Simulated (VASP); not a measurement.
**MnClF: single point with PBE**

Crystal: MnClF.

```
Cl F Mn
1.0
     3.91323    0.00000    0.00000
     0.00000    3.91323    0.00000
     0.00000    0.00000    6.42309
Cl F Mn
2 2 2
Direct
  0.25000 0.25000 0.64910
  0.75000 0.75000 0.35090
  0.75000 0.25000 0.00000
  0.25000 0.75000 0.00000
  0.25000 0.25000 0.20445
  0.75000 0.75000 0.79555
```

The cell was built by a generator and needn't be a form met in nature.

- Program: VASP 6.6.1
- Task: single point
- Functional: PBE
- Potentials or basis: VASP PAW PBE potentials, release 64 (Cl, F, Mn_pv)
- Cutoff: 520 eV
- k mesh: 5 × 5 × 3
- Occupations: fermi-dirac, width 0.1 eV
- Spin: no spin polarisation
- Dipole correction: no
- Further INCAR settings: ALGO = Fast; EDIFF = 1e-06; NBANDS = 36

* Pressure: -12.3 GPa
* Largest force: 0.416 eV/Å
* Band gap on the k mesh: none (metal or under the smearing width)

Forces in eV/Å, atoms in the order of the input:
```
Cl   0.000  0.000 -0.367
Cl   0.000  0.000  0.367
F    0.000  0.000  0.000
F    0.000  0.000  0.000
Mn   0.000  0.000 -0.416
Mn   0.000  0.000  0.416
```

Stress tensor (GPa, compression positive):
```
-13.68   0.00   0.00
  0.00 -13.68   0.00
  0.00   0.00  -9.57
```

Levels at points of the mesh, in eV from the Fermi level:
```
           k point  band 25  band 26  band 27  band 28  band 29  band 30
(0.00, 0.00, 0.00)    -0.34    -0.25    -0.12     0.07     0.07     0.21
```

Wall time 41 s on 1 thread of AMD EPYC 7R13 Processor (Zen 3), with other jobs on the host, peak memory 0.18 GiB.

Caveat: the run has no spin polarisation, though such a crystal can be magnetic; semilocal functionals often make such compounds metallic where correlation or magnetic order opens a gap, which also shifts bond lengths. Spin polarisation is off, so any magnetic state and its effect on volume and gap are missing.
